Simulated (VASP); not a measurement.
Be2CdS3:

```
Be Cd S
1.0
     3.68855    0.00000    0.00000
     0.00000    3.68855    0.00000
     0.00000    0.00000    8.12621
Be Cd S
2 1 3
Direct
  0.00000 0.50000 0.73150
  0.50000 0.00000 0.26850
  0.00000 0.00000 0.00000
  0.00000 0.50000 0.38350
  0.50000 0.00000 0.61650
  0.50000 0.50000 0.00000
```

The cell was built by a generator and needn't be a form met in nature.

```yaml
Program: VASP 6.6.1
Task: relaxation of cell and atoms
Functional: PBE
Potentials_or_basis: VASP PAW PBE potentials, release 64 (Be, Cd, S)
Cutoff: 520 eV
k_mesh: 4 × 4 × 2
Occupations: gaussian, width 0.15 eV
Spin: no spin polarisation
```

At the start: pressure -8.1 GPa; volume 18.43 Å³/atom.

Question: Where does the relaxation end?

Answer: Over 21 steps the energy falls by 765.7 meV/atom and the volume is 20.02 Å³/atom (+8.6 %); space group P-4m2 (No. 115, to 0.05 Å).

Step by step:
| step | energy change (eV) | largest force (eV/Å) | pressure (GPa) | volume (Å³) |
| --- | --- | --- | --- | --- |
| 1 | 0.0000 | 2.0006 | -8.06 | 110.56 |
| 2 | -0.9744 | 2.2456 | -0.13 | 96.38 |
| 3 | -1.1356 | 2.3196 | 7.64 | 88.55 |
| 4 | -1.8136 | 2.0977 | 7.37 | 88.05 |
| 5 | -2.2866 | 2.1382 | 10.45 | 86.84 |
| 6 | -3.0124 | 1.4771 | 3.20 | 94.62 |
| 7 | -3.2435 | 0.7638 | -1.48 | 107.03 |
| 8 | -3.2779 | 0.4691 | -0.90 | 103.86 |
| 9 | -3.9425 | 0.7246 | -1.82 | 105.93 |
| 10 | -4.3662 | 1.1116 | 1.45 | 108.52 |
| 11 | -4.3914 | 1.0192 | 0.51 | 108.18 |
| 12 | -4.4865 | 0.4202 | 1.09 | 109.70 |
| 13 | -4.5118 | 0.3040 | 1.80 | 110.74 |
| 14 | -4.5122 | 0.4058 | 2.09 | 111.10 |
| 15 | -4.5620 | 0.1961 | 0.40 | 116.10 |
| 16 | -4.5716 | 0.0529 | -0.73 | 119.89 |
| 17 | -4.5917 | 0.1151 | -0.29 | 120.26 |
| 18 | -4.5925 | 0.1458 | -0.06 | 120.34 |
| 19 | -4.5924 | 0.1541 | -0.06 | 120.36 |
| 20 | -4.5925 | 0.1497 | -0.10 | 120.35 |
| 21 | -4.5941 | 0.0453 | 0.26 | 120.11 |

Final structure:
```
Be Cd S
1.0
     3.46680    0.00000    0.00000
     0.00000    3.46680    0.00000
     0.00000    0.00000    9.99335
Be Cd S
2 1 3
Direct
  0.00000 0.50000 0.57932
  0.50000 0.00000 0.42068
  0.00000 0.00000 0.00000
  0.00000 0.50000 0.37607
  0.50000 0.00000 0.62393
  0.50000 0.50000 0.00000
```

Caveat: the k mesh is coarse (spacing up to 0.43 Å⁻¹), so the values aren't converged.
